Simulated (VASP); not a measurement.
Given:

```
HfN
1.0
    0.00000     2.26000     2.26000
    2.26000     0.00000     2.26000
    2.26000     2.26000     0.00000
Hf N
1 1
Direct
  0.00000   0.00000   0.00000
  0.50000   0.50000   0.50000
```

These are PW91 GGA, VASP's PBE PAW potentials (set 64) (plane waves; VASP) values and carry that method's errors. Settings: 520 eV cut-off, 13×13×13 Γ-centred mesh, first-order Methfessel-Paxton smearing of 0.10 eV, potentials Hf_pv N.

The ions, cell shape and volume are relaxed. Give the cell that the relaxation ends in.

```
HfN
1.0
    0.00000     2.26915     2.26915
    2.26915     0.00000     2.26915
    2.26915     2.26915     0.00000
Hf N
1 1
Direct
  0.00000   0.00000   0.00000
  0.50000   0.50000   0.50000
```
Space group Fm-3m (225), at a tolerance of 0.03 Å.

How do energy and volume change from the first to the last step?

The energy (σ→0) changes by -1.5 meV/atom and the volume by +1.2 %, in 3 ionic steps.

```
step  E(σ→0) (eV)  max force (eV/Å)  pressure (GPa)  volume (Å³)
----  -----------  ----------------  --------------  -----------
1        -21.7887             0.000            3.35        23.09
2        -21.7815             0.000           -5.88        23.90
3        -21.7916             0.000           -0.03        23.37
```

The compound is HfN in the rock salt structure. This run relaxes it. Symmetry was kept, so distortions that lower it aren't found. The electron count is odd and the run is not spin-polarised, which forces a metal.
